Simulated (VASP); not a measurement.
OSZICAR of a VASP run on Ba (bcc):

**OSZICAR**
```
       N       E                     dE             d eps       ncg     rms          rms(c)
DAV:   1     0.512721000364E+02    0.51272E+02   -0.36570E+03   630   0.728E+02
DAV:   2     0.386569243454E+00   -0.50886E+02   -0.50159E+02   733   0.142E+02
DAV:   3    -0.182110320663E+01   -0.22077E+01   -0.21990E+01   766   0.331E+01
DAV:   4    -0.188559540506E+01   -0.64492E-01   -0.64369E-01  1067   0.518E+00
DAV:   5    -0.188585365555E+01   -0.25825E-03   -0.25799E-03   818   0.224E-01    0.153E+00
DAV:   6    -0.188683905442E+01   -0.98540E-03   -0.25189E-03   855   0.581E-01    0.915E-01
DAV:   7    -0.188819268368E+01   -0.13536E-02   -0.62079E-03   697   0.960E-01    0.430E-02
DAV:   8    -0.188836827675E+01   -0.17559E-03   -0.35431E-04  1029   0.121E-01    0.271E-02
DAV:   9    -0.188837662900E+01   -0.83522E-05   -0.82126E-06   876   0.306E-02    0.835E-03
DAV:  10    -0.188837929030E+01   -0.26613E-05   -0.66840E-06   781   0.192E-02    0.146E-03
DAV:  11    -0.188837927623E+01    0.14077E-07   -0.34706E-07   412   0.609E-03
   1 F= -.18883793E+01 E0= -.19017409E+01  d E =0.400849E-01
```

Question: Which electronic solver shows in the log?

Answer: It is blocked Davidson (ALGO = Normal, or the opening steps of other solvers). The INCAR had ALGO = Normal.

Question: Can the final energy be trusted as converged?

Answer: Self-consistency was reached. It stopped with EDIFF = 1E-6, NELM = 100 (PBE GGA, plane waves, VASP's PBE PAW potentials (set 64)).

The compound is Ba in the bcc structure. The cell was not relaxed at this level. The run is one of a series of settings (SIGMA = 0.5 against the base run), some of them coarse on purpose.
